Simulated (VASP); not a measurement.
# Al15CrN16 (a cell with a defect) in VASP: further runs

The runs below take Al15CrN16 (a cell with a defect) through single point, with PBEsol+U.

All numbers are computed with VASP 6.6.1; they aren't measurements. Logs are shortened: lines on timing, memory, paths and dates and some standing lists are left out, and cuts for length are marked.

### Step 1. The crystal as given

The cell holds a defect, 32 atoms: a = 6.220 Å, b = 6.220 Å, c = 9.960 Å, α = 90.00°, β = 90.00°, γ = 120.00°.

### Step 2. Single point, PBEsol+U, collinear spin, ferromagnetic start

Input file INCAR:

```
SYSTEM = Al15CrN16
PREC = Accurate ; ENCUT = 450
EDIFF = 1E-5 ; ISMEAR = 0
SIGMA = 0.03 ; LREAL = Auto
LASPH = .TRUE. ; NELM = 120
ALGO = Normal ; ISIF = 2
LWAVE = .FALSE. ; LCHARG = .FALSE.
ISPIN = 2 ; MAGMOM = 4 0 0 0 0 0 0 0 0 0 0 0 0 0 0 0 0 0 0 0 0 0 0 0 0 0 0 0 0 0 0 0
LORBIT = 11 ; LMAXMIX = 4
LDAU = .TRUE. ; LDAUTYPE = 2
LDAUL = 2 -1 -1 ; LDAUU = 3 0 0
LDAUJ = 0 0 0 ; LDAUPRINT = 1
GGA = PS ; NELECT = 138.0
ISYM = 0 ; KPAR = 4
```

Input file KPOINTS:

```
Automatic mesh
0
G
  3 3 2
  0 0 0
```

Input file POSCAR:

```
Al15CrN16                               
1.0
    6.2200008610      0.0000000000      0.0000000000
   -3.1100004305      5.3866787572      0.0000000000
    0.0000000000      0.0000000000      9.9600000000
  Cr              Al              N             
     1    15    16
Direct
     0.3308907164976488    0.1649879594165224    0.0051694406507524
     0.3311189867238049    0.1655782941728327    0.4973365431266451
     0.3357428247160515    0.6674382138028708    0.9999003664767151
     0.3342840886954336    0.6671296717815893    0.5004049756212809
     0.8369656333999824    0.1716365125636226    0.9979668205880037
     0.8325523054823611    0.1659043002838834    0.5003801516918257
     0.8369358815867077    0.6643157633787259    0.9980724448161444
     0.8326854418296831    0.6664057569777738    0.5004941508437735
     0.1631646799758549    0.3331400615424920    0.2517936587154312
     0.1684078452727009    0.3358613048662683    0.7511619661162546
     0.1630793544987016    0.8297113185758034    0.2516984361344318
     0.1683431795530529    0.8321389933569814    0.7511545628925478
     0.6622957853429071    0.3310942363679786    0.2508723803435040
     0.6688999279358868    0.3342643095255642    0.7491188292870612
     0.6665531467393593    0.8332481628427006    0.2480689470545449
     0.6690244699028655    0.8344445682999633    0.7513315550531129
     0.3256851543031697    0.1627251985522112    0.2108196599227831
     0.3333290851034944    0.1664811613090038    0.6889894496362856
     0.3324504217222919    0.6661335546557726    0.1926226117645933
     0.3381200119232429    0.6689605709372559    0.6889090801510817
     0.8310503949587922    0.1672957338700434    0.1912124586022717
     0.8344771087393846    0.1653569636423803    0.6889364209485523
     0.8309140017057819    0.6635519213857879    0.1912464865504988
     0.8343880787564190    0.6688342979520369    0.6890460277161189
     0.1642314021750919    0.3352549547092227    0.4429698389844832
     0.1624191955595478    0.3473923040900690    0.9377719863424765
     0.1643027085104029    0.8290535228756251    0.4429232716239205
     0.1623023562226184    0.8140028184231837    0.9376826435812291
     0.6674626856999062    0.3336754248797481    0.4424751440963029
     0.6867675656797670    0.3428863275522446    0.9329577467009943
     0.6671137264164607    0.8333881591705273    0.4391081092357518
     0.6711508343706266    0.8350946582393399    0.9415238347306430
```

Potentials or basis: VASP PAW PBE potentials, release 64 (Cr_pv, Al, N).

Started as:

```console
> cat potpaw_PBE.64/Cr_pv/POTCAR potpaw_PBE.64/Al/POTCAR potpaw_PBE.64/N/POTCAR > POTCAR
> mpirun -np 4 vasp_std > vasp.out
```

OUTCAR:

```text
SYSTEM = Al15CrN16
   PREC = Accurate
   ENCUT = 450
   EDIFF = 1E-5
   ISMEAR = 0
   LREAL = Auto
   LASPH = .TRUE.
   NELM = 120
   ISIF = 2
   ISPIN = 2
   LORBIT = 11
   GGA = PS
   NELECT = 138.0
   ISYM = 0

 ion  position               nearest neighbor table
   1  0.331  0.165  0.005-  26 2.01  28 2.01  30 2.05  17 2.05  13 3.03  11 3.05   9 3.05   5 3.09
                             7 3.09  12 3.10  10 3.10   3 3.11   3 3.11   7 3.13   5 3.13  14 3.13
   2  0.331  0.166  0.497-  27 1.89  25 1.89  29 1.89  18 1.91  13 3.03   9 3.04  11 3.04  14 3.10
                            10 3.10  12 3.10   6 3.10   8 3.10   4 3.11   4 3.11   8 3.12   6 3.12
   3  0.336  0.667  1.000-  26 1.83  28 1.83  32 1.90  19 1.92  15 3.05  10 3.05  12 3.06  16 3.06
                             9 3.09  11 3.09   7 3.09   5 3.09   1 3.11   1 3.11   5 3.13   7 3.13
   4  0.334  0.667  0.500-  25 1.88  27 1.88  20 1.88  31 1.89   9 3.06  11 3.06  12 3.07  10 3.07
                            16 3.08  15 3.09   6 3.10   8 3.10   2 3.11   2 3.11   8 3.12   6 3.12
   5  0.837  0.172  0.998-  30 1.85  26 1.85  32 1.90  21 1.93  10 3.04  14 3.05  16 3.06   7 3.06
                             9 3.08  15 3.09   3 3.09   1 3.09  13 3.10   3 3.13   1 3.13   7 3.16
   6  0.833  0.166  0.500-  25 1.88  22 1.88  29 1.88  31 1.89   9 3.05  14 3.06  16 3.07  13 3.07
                            10 3.08  15 3.09   4 3.10   2 3.10   8 3.11   8 3.11   2 3.12   4 3.12
   7  0.837  0.664  0.998-  30 1.85  28 1.85  32 1.90  23 1.92  12 3.04  14 3.05  16 3.06   5 3.06
                            11 3.08  15 3.09  13 3.09   3 3.09   1 3.09   3 3.13   1 3.13   5 3.16
   8  0.833  0.666  0.500-  27 1.88  24 1.88  29 1.88  31 1.89  11 3.05  14 3.06  16 3.07  13 3.07
                            12 3.08  15 3.09   4 3.10   2 3.10   6 3.11   6 3.11   2 3.12   4 3.12
   9  0.163  0.333  0.252-  17 1.84  21 1.89  19 1.89  25 1.90   2 3.04   6 3.05   1 3.05   4 3.06
[... 17 lines left out ...]
  19  0.332  0.666  0.193-  15 1.88  11 1.89   9 1.89   3 1.92
  20  0.338  0.669  0.689-   4 1.88  16 1.89  12 1.90  10 1.90
  21  0.831  0.167  0.191-  15 1.89  13 1.89   9 1.89   5 1.93
  22  0.834  0.165  0.689-   6 1.88  16 1.89  14 1.90  10 1.90
[... 8 lines left out ...]
  31  0.667  0.833  0.439-   6 1.89   8 1.89   4 1.89  15 1.90
  32  0.671  0.835  0.942-  16 1.89   3 1.90   5 1.90   7 1.90

IMPORTANT INFORMATION: All symmetrisations will be switched off!
NOSYMM: (Re-)initialisation of all symmetry stuff for point group C_1.

----------------------------------------------------------------------------------------

                                     Primitive cell

  volume of cell :     333.7113

  direct lattice vectors                    reciprocal lattice vectors
     6.220000861  0.000000000  0.000000000     0.160771682  0.092821574  0.000000000
    -3.110000430  5.386678757  0.000000000     0.000000000  0.185643148  0.000000000
     0.000000000  0.000000000  9.960000000     0.000000000  0.000000000  0.100401606

  length of vectors
     6.220000861  6.220000861  9.960000000     0.185643148  0.185643148  0.100401606

  position of ions in fractional coordinates (direct lattice)
     0.330890716  0.164987959  0.005169441
     0.331118987  0.165578294  0.497336543
     0.335742825  0.667438214  0.999900366
     0.334284089  0.667129672  0.500404976
     0.836965633  0.171636513  0.997966821
     0.832552305  0.165904300  0.500380152
[... 24 lines left out ...]
     0.667113726  0.833388159  0.439108109
     0.671150834  0.835094658  0.941523835

  ion indices of the primitive-cell ions
   primitive index   ion index
                 1           1
                 2           2
                 3           3
                 4           4
                 5           5
                 6           6
[... 24 lines left out ...]
                31          31
                32          32

----------------------------------------------------------------------------------------

 KPOINTS: Automatic mesh

Automatic generation of k-mesh.
 Grid dimensions read from file:
 generate k-points for:    3    3    2

 Generating k-lattice:

  Cartesian coordinates                     Fractional coordinates (reciprocal lattice)
     0.053590561  0.030940525  0.000000000     0.333333333 -0.000000000  0.000000000
     0.000000000  0.061881049  0.000000000     0.000000000  0.333333333  0.000000000
     0.000000000  0.000000000  0.050200803     0.000000000  0.000000000  0.500000000

  Length of vectors
     0.061881049  0.061881049  0.050200803

[... 82 lines left out ...]

 onsite density matrix

spin component  1

  0.7297  0.0450 -0.2346  0.1101 -0.0844
  0.0450  0.8805  0.0745 -0.0306  0.0545
 -0.2346  0.0745  0.5149  0.1341 -0.1322
  0.1101 -0.0306  0.1341  0.8433  0.0456
 -0.0844  0.0545 -0.1322  0.0456  0.8320

spin component  2

  0.0954 -0.0014  0.0125 -0.0413  0.0036
 -0.0014  0.0660 -0.0033 -0.0019 -0.0395
  0.0125 -0.0033  0.1166 -0.0060  0.0071
 -0.0413 -0.0019 -0.0060  0.0639 -0.0015
  0.0036 -0.0395  0.0071 -0.0015  0.0910

 occupancies and eigenvectors

  o =  0.0345  v =  0.0000  0.0000  0.0000  0.0000  0.0000  0.4841  0.4169 -0.0297  0.7150  0.2824      0.0000  0.0000  0.0000  0.0000  0.0000  0.0000  0.0000  0.0000  0.0000  0.0000
  o =  0.0379  v =  0.0000  0.0000  0.0000  0.0000  0.0000  0.3041 -0.6891  0.0004  0.4017 -0.5210      0.0000  0.0000  0.0000  0.0000  0.0000  0.0000  0.0000  0.0000  0.0000  0.0000
  o =  0.1048  v =  0.0000  0.0000  0.0000  0.0000  0.0000  0.4233 -0.1750 -0.7978 -0.3116  0.2377      0.0000  0.0000  0.0000  0.0000  0.0000  0.0000  0.0000  0.0000  0.0000  0.0000
  o =  0.1182  v =  0.0000  0.0000  0.0000  0.0000  0.0000  0.3889  0.5261 -0.0013 -0.2950 -0.6964      0.0000  0.0000  0.0000  0.0000  0.0000  0.0000  0.0000  0.0000  0.0000  0.0000
  o =  0.1375  v =  0.0000  0.0000  0.0000  0.0000  0.0000 -0.5855  0.2097 -0.6021  0.3785 -0.3277      0.0000  0.0000  0.0000  0.0000  0.0000  0.0000  0.0000  0.0000  0.0000  0.0000
  o =  0.2450  v =  0.4941 -0.1612  0.7541 -0.2894  0.2783  0.0000  0.0000  0.0000  0.0000  0.0000      0.0000  0.0000  0.0000  0.0000  0.0000  0.0000  0.0000  0.0000  0.0000  0.0000
  o =  0.8580  v = -0.3937 -0.5191 -0.0030  0.2851  0.7030  0.0000  0.0000  0.0000  0.0000  0.0000      0.0000  0.0000  0.0000  0.0000  0.0000  0.0000  0.0000  0.0000  0.0000  0.0000
  o =  0.8700  v =  0.5067 -0.2417 -0.6508 -0.4298  0.2768  0.0000  0.0000  0.0000  0.0000  0.0000      0.0000  0.0000  0.0000  0.0000  0.0000  0.0000  0.0000  0.0000  0.0000  0.0000
  o =  0.9082  v =  0.5061  0.4031 -0.0884  0.6961  0.2984  0.0000  0.0000  0.0000  0.0000  0.0000      0.0000  0.0000  0.0000  0.0000  0.0000  0.0000  0.0000  0.0000  0.0000  0.0000
  o =  0.9192  v = -0.2966  0.6954 -0.0024 -0.4071  0.5125  0.0000  0.0000  0.0000  0.0000  0.0000      0.0000  0.0000  0.0000  0.0000  0.0000  0.0000  0.0000  0.0000  0.0000  0.0000

 number of electron     137.9999991 magnetization       4.0000053

 Free energy of the ion-electron system (eV)
  ---------------------------------------------------
  ext. energy  EPLUGINS =         0.00000000
  ---------------------------------------------------
  free energy    TOTEN  =      -242.19200200 eV

  energy without entropy =     -242.19200200  energy(sigma->0) =     -242.19200200

 E-fermi :   9.0644     XC(G=0): -11.2263

 val. band max:        8.8317803193   @ k =   0.0000   0.0000   0.0000
 cond. band min:       9.5004358484   @ k =   0.0000   0.0000   0.5000
 fundamental gap:      0.6686555291
 Fermi energy:         9.0644405798

 spin component 1

 k-point     1 :       0.0000    0.0000    0.0000
  band No.  band energies     occupation
      1     -35.0874      1.00000
      2     -35.0775      1.00000
      3     -34.6216      1.00000
      4      -9.1830      1.00000
      5      -8.2963      1.00000
      6      -8.1087      1.00000
[... 829 lines left out ...]
     80      12.7569      0.00000
     81      13.0916      0.00000
 Fermi energy:         9.0644405798

 spin component 2

 k-point     1 :       0.0000    0.0000    0.0000
  band No.  band energies     occupation
      1     -31.8678      1.00000
      2     -31.8401      1.00000
      3     -30.8686      1.00000
      4      -9.1704      1.00000
      5      -8.2851      1.00000
      6      -8.0793      1.00000
[... 829 lines left out ...]
     80      13.0520      0.00000
     81      13.1464      0.00000
 [bands above 81 left out]

------------------------ aborting loop because EDIFF is reached ----------------------------------------

  FORCE on cell =-STRESS in cart. coord.  units (eV):
  Direction    XX          YY          ZZ          XY          YZ          ZX
  --------------------------------------------------------------------------------------
  -------------------------------------------------------------------------------------
  Total       16.0386258     17.7449663     16.5722809     -1.4834008     -0.8033905     -1.4239291
  in kB       77.0028638     85.1951557     79.5649892     -7.1219386     -3.8571489     -6.8364098
  external PRESSURE =      80.5876696 kB  Pullay stress =       0.0000000 kB

 VOLUME and BASIS-vectors are now :
 -----------------------------------------------------------------------------
  energy-cutoff  :      450.00
  volume of cell :      333.71
      direct lattice vectors                 reciprocal lattice vectors
     6.220000861  0.000000000  0.000000000     0.160771682  0.092821574  0.000000000
    -3.110000430  5.386678757  0.000000000     0.000000000  0.185643148  0.000000000
     0.000000000  0.000000000  9.960000000     0.000000000  0.000000000  0.100401606

 POSITION                                       TOTAL-FORCE (eV/Angst)
 -----------------------------------------------------------------------------------
      1.54503      0.88874      0.05149         0.013689      0.011833      0.010606
      1.54461      0.89192      4.95347        -0.001928     -0.006499      0.005780
      0.01259      3.59528      9.95901        -0.008268     -0.000604     -0.003477
      0.00447      3.59361      4.98403        -0.001244     -0.000901     -0.008779
      4.67214      0.92455      9.93975         0.006017      0.008169      0.008168
      4.66251      0.89367      4.98379        -0.001601      0.010840      0.002533
[... 24 lines left out ...]
      1.55761      4.48919      4.37352        -0.007184     -0.001773      0.013569
      1.57741      4.49839      9.37758        -0.000665      0.005311     -0.002723
 -----------------------------------------------------------------------------------
    total drift:                                0.011902      0.008371     -0.027582

  FREE ENERGIE OF THE ION-ELECTRON SYSTEM (eV)
  ---------------------------------------------------
  free  energy   TOTEN  =      -242.1920020009 eV

  energy  without entropy=     -242.1920020009  energy(sigma->0) =     -242.19200200

 total charge

# of ion       s       p       d       tot
------------------------------------------
    1        0.318   6.337   4.203  10.858
    2        0.370   0.443   0.000   0.814
    3        0.376   0.464   0.000   0.840
    4        0.375   0.457   0.000   0.831
    5        0.375   0.455   0.000   0.830
    6        0.375   0.456   0.000   0.831
[... 24 lines left out ...]
   31        1.224   2.620   0.000   3.844
   32        1.224   2.615   0.000   3.839
--------------------------------------------------
tot         25.532  55.086   4.203  84.821

 magnetization (x)

# of ion       s       p       d       tot
------------------------------------------
    1        0.033   0.067   3.358   3.457
    2        0.000   0.001   0.000   0.001
    3        0.002   0.005   0.000   0.007
    4        0.000   0.000   0.000   0.001
    5        0.003   0.004   0.000   0.008
    6        0.000   0.000   0.000   0.000
[... 24 lines left out ...]
   31        0.000   0.000   0.000   0.001
   32        0.000   0.004   0.000   0.004
--------------------------------------------------
tot          0.051   0.103   3.358   3.511
```

Run time: 6.1 min. Hardware: 4 MPI ranks of Intel Xeon Platinum 8259CL at 2.50GHz (Skylake/Cascade Lake), shared host; peak memory 0.7 GiB.

Results:

| Quantity | Value |
| --- | --- |
| Free energy | -242.1920 eV |
| Largest force | 0.021 eV/Å |
| Band gap on the k mesh | 0.67 eV, indirect (least direct gap 0.70 eV) |
| Net moment | 4.00 μB per cell |
| Site moments | Cr +3.46; Al +0.00, +0.01; N -0.01, +0.00, -0.00 μB |
| Valence electrons inside the program's atomic spheres | Cr 10.86; Al 0.81, 0.84, 0.83, 0.82; N 3.85, 3.83, 3.84 |

Forces on the atoms (eV/Å):
```
Cr   0.014  0.012  0.011
Al  -0.002 -0.006  0.006
Al  -0.008 -0.001 -0.003
Al  -0.001 -0.001 -0.009
Al   0.006  0.008  0.008
Al  -0.002  0.011  0.003
Al   0.002  0.009 -0.010
Al  -0.002  0.002 -0.009
Al  -0.001  0.002 -0.013
Al   0.006  0.004  0.003
Al  -0.002  0.009  0.001
Al   0.005  0.007  0.008
Al  -0.005 -0.008 -0.007
Al   0.004  0.004  0.011
Al  -0.008 -0.009  0.003
Al   0.003 -0.007 -0.004
N   -0.007 -0.003 -0.005
N    0.004  0.004  0.004
N   -0.001 -0.007 -0.007
N    0.002 -0.006  0.005
N   -0.004 -0.013  0.003
N    0.007  0.004  0.007
N   -0.003  0.001 -0.001
N    0.011  0.000 -0.004
N    0.001 -0.010 -0.001
N    0.004 -0.004 -0.008
N   -0.005 -0.006  0.003
N   -0.003  0.008  0.002
N   -0.006 -0.008  0.001
N   -0.002  0.004 -0.006
N   -0.007 -0.002  0.014
N   -0.001  0.005 -0.003
```

Eigenvalues of the final occupation matrices:
| site | spin | trace | eigenvalues |
| --- | --- | --- | --- |
| site 1 d | 1 | 3.80 | 0.24 0.86 0.87 0.91 0.92 |
| site 1 d | 2 | 0.43 | 0.03 0.04 0.10 0.12 0.14 |

Caveat: the cell is charged against a uniform background, so pressure and absolute levels hang on convention; the cutoff is under 1.25 times the usual one of these potentials, so pressure, stress and relaxed cells hold a basis-set (Pulay) error; the PAW data sets were made with another functional, which shifts forces and pressure a little; only a ferromagnetic start was run, and an antiferromagnetic order may lie lower in energy.

(Part 1 of 2 ends here.)
